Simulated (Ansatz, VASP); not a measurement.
# CoO: VASP beside Ansatz

One calculation is typed for both programs; each brings its own data sets and cutoff. How far apart do they land? The cell is taken from a series of VASP runs on this material, whose earlier steps may have relaxed, scaled or displaced it; both programs get it as it stands.

Calculated with Ansatz 0.2.0; plane waves, with VASP 6.6.1 beside it; relaxation of cell and atoms at r2SCAN.

In doubt: on Fe and Co compounds r2SCAN can change the orbital order between nearby geometries, unless the shell is half filled, which bears on forces and vibrations.

## Step 1: The structure

It takes space group Fm-3m (No. 225, cubic). Conventional cell: a = 4.209 Å, b = 4.209 Å, c = 4.209 Å, α = 90.00°, β = 90.00°, γ = 90.00°. Nearest to Co lie 6 O at 2.10 Å. Nearest to O lie 6 Co at 2.10 Å. Farther neighbours and most contacts between anions are not listed.

## Step 2: Ansatz: relaxation of cell and atoms, r2SCAN

Ansatz runs on its default PAW (the set named soft_2) files.

The relaxed volume is the usual yardstick between codes: its relative difference is about their pressure difference at one cell divided by the bulk modulus.

The input, input.yaml:

```yaml
crystal:
  lattice:
    - [0.0, 2.104431548, 2.104431548]
    - [2.104431548, 0.0, 2.104431548]
    - [2.104431548, 2.104431548, 0.0]
  atoms:
    - { symbol: Co, position: [0.0, 0.0, 0.0], spin: 2.0 }
    - { symbol: O, position: [0.5, 0.5, 0.5] }
hamiltonian:
  xc: r2scan
  pseudopotentials: { kind: paw }
magnetization:
  spin_polarized: true
kpoints:
  mp_grid: { grid: [9, 9, 9] }
scf:
  occupations: { method: gaussian, width: 0.05 }
relax:
  f_tol: 0.01
  max_steps: 60
  cell: { stress_tol: 0.05 }
output:
  forces: true
  stress: true
```

Started as:

```
> ansatz run input.yaml --threads 4 --pin off --max-ram 9216MiB --backend cpu --events-out ev --progress --plain --runs-dir out
```

Numbers of over 12 decimals in the logs are rounded to 6 here.

Output:

```text
Engine: ansatz 0.2.0, aarch64-unknown-linux-gnu
Pseudopotentials: kind: paw
Pseudopotential: Co, paw, valence charge 17, recommended cutoff 500 eV (meta_gga), Co.paw.azcp
Pseudopotential: O, paw, valence charge 6, recommended cutoff 500 eV (meta_gga), O.paw.azcp
Functional definition: r2SCAN
  parameter k0 = 0.174
  parameter k1 = 0.065
  parameter a1 = 4.9479
  exchange = r2scan_x(k0 = k0, k1 = k1, a1 = a1)
  correlation = r2scan_c
Crystal: 2 atoms, lattice volume = 18.640 Å³
Basis set: ecut = 500 eV, 459 PW (Γ), exchange–correlation on 96×96×96 points (64 copies of the dense FFT grid, shifted against one another)
Bands: 17, of which v1, the nominal top of the filled ones, is band 12 counted from 1 (11 counted from 0)
Symmetry: 48 space group operations
Space group: Fm-3m (ITA 225), of the structure as read, at distance tolerance 2.7e-5 Å
Magnetic group: BNS 225.116 (UNI 1618), of the structure as read, at distance tolerance 2.7e-5 Å
k-points: 35 of 729
Non-local potential: Co, projectors of the file, l = 0: 3, l = 1: 2, l = 2: 3, l = 3: 1
Non-local potential: O, projectors of the file, l = 0: 2, l = 1: 2, l = 2: 1
PAW form: soft (Blöchl's): semilocal exchange-correlation on the pseudo side does not see the compensation charge
PAW frozen core: Co, regenerated for the run's functional (the file was generated under x = pbe(κ = 0.804, μ = 0.219515), c = pbe(β = 0.066725))
PAW frozen core: O, regenerated for the run's functional (the file was generated under x = pbe(κ = 0.804, μ = 0.219515), c = pbe(β = 0.066725))
PAW one-centre angular grid: Co, 590 points (default); XC on 160 Gauss nodes
PAW one-centre angular grid: O, 302 points (default); XC on 160 Gauss nodes
Initial density: superposition of atomic densities (chi_scale 0.1, normalization cell, long waves kept (reshape's long-wave potential 0.00 eV rms))
Starting moments: Σ|m| = 2 μB on 1 of 2 sites
Initial wavefunctions: pseudopotential atomic-orbital guess
Functional: x = r2scan, c = r2scan; τ floored in thin density (d = 2e-4 eV/Å³)
SCF iter   1: F=—  HF=-5697.697587 eV  |F-HF|=—  |Δ(HF+E_count)|=         —  Δρ=1.40e-1 (↑1.40e-1 ↓7.67e-2)  dr2=4.85e0  dr2_τ=1.38e-2  dr2_m=5.55e-1  M=2.373 μB ∫|m|=2.373 μB  β_m=1.00  ethr=3.10e-3  ⟨swp⟩=5.4  Hψ=5187  notcnv=0
Mixer restart at iter 1: flushing history
preconditioner: auto → none  [metal: Δε(μ)=0.010 eV  Ē_g=14.372 eV  σ=0.050 eV  W_gap=0.11  n_scr=8 (ndim 8)  ℏωp=33.3 eV  f_vac=0.000  D(μ)=5.73/eV (n_scr^D=136)  sad-step TF]
SCF iter   2: F=—  HF=-5698.469207 eV  |F-HF|=—  |Δ(HF+E_count)|=   7.72e-1  Δρ=6.10e-2 (↑6.10e-2 ↓3.75e-2)  dr2=8.22e-1  dr2_τ=2.99e-2  dr2_m=1.55e-1  M=2.652 μB ∫|m|=2.658 μB  β_m=1.00  ethr=3.10e-3  ⟨swp⟩=2.8  Hψ=2887  notcnv=0  defer=46  κ⁻¹=1.0e0(r=1)
SCF iter   3: F=—  HF=-5698.941537 eV  |F-HF|=—  |Δ(HF+E_count)|=   4.72e-1  Δρ=2.02e-2 (↑2.02e-2 ↓1.83e-2)  dr2=1.08e-1  dr2_τ=4.27e-3  dr2_m=3.03e-3  M=2.758 μB ∫|m|=2.776 μB  β_m=1.00  ethr=3.10e-3  ⟨swp⟩=2.2  Hψ=2169  notcnv=0  defer=49  κ⁻¹=6.0e-2(r=2)
SCF iter   4: F=—  HF=-5699.086548 eV  |F-HF|=—  |Δ(HF+E_count)|=         —  Δρ=2.32e-2 (↑1.94e-2 ↓2.32e-2)  dr2=4.73e-2  dr2_τ=3.37e-3  dr2_m=5.68e-2  M=2.991 μB ∫|m|=3.013 μB  β_m=1.00  ethr=4.68e-4  ⟨swp⟩=2.9  Hψ=2063  notcnv=0  defer=51
Mixer restart at iter 4: flushing history
SCF iter   5: F=—  HF=-5699.130744 eV  |F-HF|=—  |Δ(HF+E_count)|=   4.42e-2  Δρ=1.01e-2 (↑7.27e-3 ↓1.01e-2)  dr2=1.17e-2  dr2_τ=9.27e-4  dr2_m=1.47e-3  M=3.000 μB ∫|m|=3.030 μB  β_m=1.00  ethr=2.06e-4  ⟨swp⟩=2.2  Hψ=1997  notcnv=0  defer=51  κ⁻¹=1.0e0(r=1)
SCF iter   6: F=—  HF=-5699.209864 eV  |F-HF|=—  |Δ(HF+E_count)|=   7.91e-2  Δρ=7.21e-3 (↑5.32e-3 ↓7.21e-3)  dr2=8.97e-3  dr2_τ=4.85e-4  dr2_m=4.45e-4  M=3.000 μB ∫|m|=3.032 μB  β_m=1.00  ethr=5.09e-5  ⟨swp⟩=2.3  Hψ=2376  notcnv=0  defer=47  κ⁻¹=1.4e-2(r=2)
SCF iter   7: F=—  HF=-5699.304602 eV  |F-HF|=—  |Δ(HF+E_count)|=   9.47e-2  Δρ=3.62e-3 (↑2.46e-3 ↓3.62e-3)  dr2=3.73e-3  dr2_τ=7.41e-5  dr2_m=1.54e-4  M=3.000 μB ∫|m|=3.033 μB  β_m=1.00  ethr=3.90e-5  ⟨swp⟩=2.1  Hψ=2288  notcnv=0  defer=47  κ⁻¹=5.0e-3(r=3)
SCF iter   8: F=—  HF=-5699.334926 eV  |F-HF|=—  |Δ(HF+E_count)|=   3.03e-2  Δρ=1.28e-3 (↑1.08e-3 ↓1.28e-3)  dr2=6.76e-4  dr2_τ=1.00e-5  dr2_m=6.39e-6  M=3.000 μB ∫|m|=3.032 μB  β_m=1.00  ethr=1.62e-5  ⟨swp⟩=2.0  Hψ=2333  notcnv=0  defer=47  κ⁻¹=1.2e-3(r=4)
SCF iter   9: F=—  HF=-5699.336256 eV  |F-HF|=—  |Δ(HF+E_count)|=   1.33e-3  Δρ=6.69e-4 (↑5.21e-4 ↓6.69e-4)  dr2=1.26e-4  dr2_τ=2.82e-6  dr2_m=2.78e-6  M=3.000 μB ∫|m|=3.032 μB  β_m=1.00  ethr=2.94e-6  ⟨swp⟩=2.4  Hψ=1917  notcnv=0  defer=47  κ⁻¹=6.1e-4(r=5)
SCF iter  10: F=—  HF=-5699.336565 eV  |F-HF|=—  |Δ(HF+E_count)|=   3.09e-4  Δρ=1.04e-4 (↑1.04e-4 ↓9.03e-5)  dr2=2.45e-6  dr2_τ=1.21e-7  dr2_m=6.33e-8  M=3.000 μB ∫|m|=3.032 μB  β_m=1.00  ethr=5.50e-7  ⟨swp⟩=2.0  Hψ=1885  notcnv=0  defer=47  κ⁻¹=1.0e-5(r=6)
SCF iter  11: F=—  HF=-5699.336568 eV  |F-HF|=—  |Δ(HF+E_count)|=   3.59e-6  Δρ=5.00e-5 (↑5.00e-5 ↓4.37e-5)  dr2=6.67e-7  dr2_τ=2.33e-8  dr2_m=7.67e-9  M=3.000 μB ∫|m|=3.032 μB  β_m=1.00  ethr=1.06e-8  ⟨swp⟩=2.3  Hψ=2075  notcnv=0  defer=47  κ⁻¹=2.4e-6(r=7)
SCF iter  12: F=—  HF=-5699.336568 eV  |F-HF|=—  |Δ(HF+E_count)|=   2.13e-7  Δρ=1.07e-5 (↑1.07e-5 ↓8.43e-6)  dr2=1.86e-8  dr2_τ=1.41e-9  dr2_m=1.24e-9  M=3.000 μB ∫|m|=3.032 μB  β_m=1.00  ethr=2.90e-9  ⟨swp⟩=2.2  Hψ=1999  notcnv=0  defer=47  κ⁻¹=4.1e-7(r=8)
SCF iter  13: F=—  HF=-5699.336569 eV  |F-HF|=—  |Δ(HF+E_count)|=   1.08e-7  Δρ=5.78e-6 (↑5.78e-6 ↓5.02e-6)  dr2=8.64e-9  dr2_τ=3.33e-10  dr2_m=3.67e-10  M=3.000 μB ∫|m|=3.032 μB  β_m=1.00  ethr=8.07e-11  ⟨swp⟩=2.0  Hψ=2003  notcnv=0  defer=47  κ⁻¹=3.6e-7(r=8)
SCF iter  14: F=-5699.336569 eV  HF=-5699.336569 eV  |F-HF|=5.07e-9  |Δ(HF+E_count)|=   1.54e-8  Δρ=5.38e-6 (↑2.60e-6 ↓5.38e-6)  dr2=6.07e-9  dr2_τ=1.95e-10  dr2_m=5.09e-10  M=3.000 μB ∫|m|=3.032 μB  ethr=3.76e-11  ⟨swp⟩=1.1  Hψ=3476  notcnv=0
SCF 1 converged in 14 iterations: F = -5699.336569 eV  dr2 = 6.07e-9
  greatest PAW one-centre occupation: 1.008 electrons in one spin orbital (limit 2), on the Co atom at site 0 (counted from 0), in its partial waves of l = 1
relax step   1: F+E_penalty+E_count = -5699.33656861 eV  Δ(F+E_penalty+E_count) = +0.000e0 eV  max|allowed force component| = 1.295e-29 eV/Å  Δτ_max = 0.0000 Å  P = +0.159 GPa  Ω = 18.640 Å³  (14 SCF iters, dr2 threshold 1.00e-7 eV, accepted)
[...]
relax step   2: F+E_penalty+E_count = -5699.33656213 eV  Δ(F+E_penalty+E_count) = +6.481e-6 eV  max|allowed force component| = 6.393e-30 eV/Å  Δτ_max = 0.0000 Å  P = +0.069 GPa  Ω = 18.647 Å³  energy of the carried Pulay correction = -1.198e-5 eV  (6 SCF iters, dr2 threshold 6.28e-8 eV, accepted)
[...]
relax step   3: F+E_penalty+E_count = -5699.33655420 eV  Δ(F+E_penalty+E_count) = +7.928e-6 eV  max|allowed force component| = 5.029e-30 eV/Å  Δτ_max = 0.0000 Å  P = +0.000 GPa  Ω = 18.653 Å³  energy of the carried Pulay correction = -2.119e-5 eV  (6 SCF iters, dr2 threshold 1.19e-8 eV, accepted)
[...]
relax step   4: F+E_penalty+E_count = -5699.33661551 eV  Δ(F+E_penalty+E_count) = -6.131e-5 eV  max|allowed force component| = 4.207e-30 eV/Å  Δτ_max = 0.0000 Å  P = -0.000 GPa  Ω = 18.653 Å³  stress off target by 1.97e-4 GPa  SCF on the basis re-selected at this cell (its energy is not comparable with the rows above)  (9 SCF iters)
basis re-selected at this cell: Δ(F+E_penalty+E_count) = -6.131e-5 eV, ΔP = -0.000 GPa vs the last step (what re-selecting the basis moved, of the pressure what is left beyond the Pulay correction that the steps carried, after the strain that the cell walked since its last selection, with what the two solves' SCF thresholds leave and, on support functions, any second-order correction that the steps lacked; it is no m [...]
SCF converged after 9 iterations
Stability not checked: this state was not tested for a lower state beside it, because the mixer in use, unlike msr1, does not test its closes by its own steps (another_mixer; see scf.mixing.algorithm and scf.lower_state_search)
Magnetization: 3.0000 μB (13.0000 up, 10.0000 down)
Absolute magnetization: 3.0323 μB (∫|ρ↑−ρ↓|, with the PAW one-centre terms)
Spin contamination: 0.0082 ħ² per cell (⟨S²⟩ above its minimum at these occupations)
Per-site moments (μB) at R_I (Å): [(2.603677, 0.868290), (0.305755, 0.868290)]
Free energy (F): -5699.336616 eV
Harris-Foulkes:  -5699.336616 eV  (|F-HF|=4.55e-12)
Internal energy: -5699.332184 eV  (E = F + TS)
E sigma→0 (E₀):  -5699.334400 eV
Entropy (-TS):   -0.004431 eV (-2.216 meV/atom)
Fermi energy:    14.463293 eV
--- Per-component energies (eV) ---
  E_band       = -320.315279
  E_kinetic    = 620.087583
  E_local      = -3384.759011  (includes V_loc(G=0)·N_el)
  E_nonlocal   = 516.917066
  E_hartree    = 1393.102381
  E_xc         = -227.351023
  E_vxc        = -329.186702  (∫ρ·V_xc dr)
  E_paw        = -1688.454504  (= ΣΔE_a)
  E_vpaw       = -550.072522  (= ΣTr[D̂ρ^β])
  E_aug_tail   = 0.001051  (compensation charges beyond the density's cutoff)
  E_vtau       = 20.492388  (kinetic-family band-sum trace: ∫τ·v_τ [+ j·A + Jᵃ·Aᵃ] dr)
  E_ewald      = -2928.548579
  E_core_change = -0.327147  (= ΣΔE_core)
  E_smearing   = -0.004431  (= −TS)
  E_closure    = -0.000000  (closes the sum)
  Σ components = -5699.336616   (vs F -5699.336616, Δ=0.00e0)
--- Forces (eV/Å), atoms counted from 1 ---
  atom   1  Co    -0.00000000     0.00000000    -0.00000000
  atom   2  O      0.00000000    -0.00000000     0.00000000
  max |Σ_I F_I| component: 6.31e-30 eV/Å
--- Stress (GPa, compression-positive) ---
       -0.000197      -0.000000      -0.000000
       -0.000000      -0.000197       0.000000
       -0.000000       0.000000      -0.000197
  P = ⅓ Tr σ = -0.0002 GPa (-0.002 kbar)
--- Relaxed structure (3 steps of the walk, 3 accepted, 1 SCFs on fresh bases) ---
  F+E_penalty+E_count = -5699.33661551 eV   max|allowed force component| = 4.207e-30 eV/Å   (the final SCF, on the basis selected at the relaxed cell)
  cell:  # Å, volume = 18.6532 Å³
    - [0, 2.104946, 2.104946]
    - [2.104946, 0, 2.104946]
    - [2.104946, 2.104946, 0]
  atoms:
    - { symbol: Co, position: [0, 0, 0] }
    - { symbol: O, position: [0.5, 0.5, 0.5] }
```

Run time: 4.2 s. Hardware: 4 threads of Arm Neoverse V2, shared host; peak memory 0.37 GiB.

(Continued in part 2 of 2.)

[Lines on the potential files, build, host, timing and source positions are cut from VASP's logs without a mark.]

[Logs are printed without paths, hosts, clocks, repeated set-up lines and the standing remarks that a program may print on its own settings, such as how far it seeks lower states.]

[Hosts, paths, dates, database ids (printed as entryN), source tags and the programs' standing remarks are cut or masked in the printed files.]
